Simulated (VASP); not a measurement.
Crystal: SnTe.

```
Sn Te
1.0
     0.00000    3.14484    3.14484
     3.14484    0.00000    3.14484
     3.14484    3.14484    0.00000
Sn Te
1 1
Direct
  0.00000 0.00000 0.00000
  0.50000 0.50000 0.50000
```

Program: VASP 6.6.1. Alike in all runs: task band structure; cell as given; k mesh 10 × 10 × 10; cutoff (eV) 520; smearing gaussian 0.03 eV. Hardware: 4 MPI ranks on Intel(R) Xeon(R) 6975P-C (Granite Rapids) (shared host).

Question: Order these runs on this cell by their wall time, lowest first.
A. level LDA; potentials or basis VASP PAW LDA potentials, release 64 (Sn_d, Te); spin off; further INCAR settings ALGO = Fast; EDIFF = 1e-06
B. level r2SCAN; potentials or basis VASP PAW PBE potentials, release 64 (Sn_d, Te); spin off; further INCAR settings ALGO = Normal; EDIFF = 1e-06
C. level TB-mBJ; potentials or basis VASP PAW PBE potentials, release 64 (Sn_d, Te); spin SOC, no magnetisation; further INCAR settings ALGO = Normal; EDIFF = 1e-06

Answer: A (25 s), B (92 s), C (220 s).

Runs at the PBE level aren't shown here.
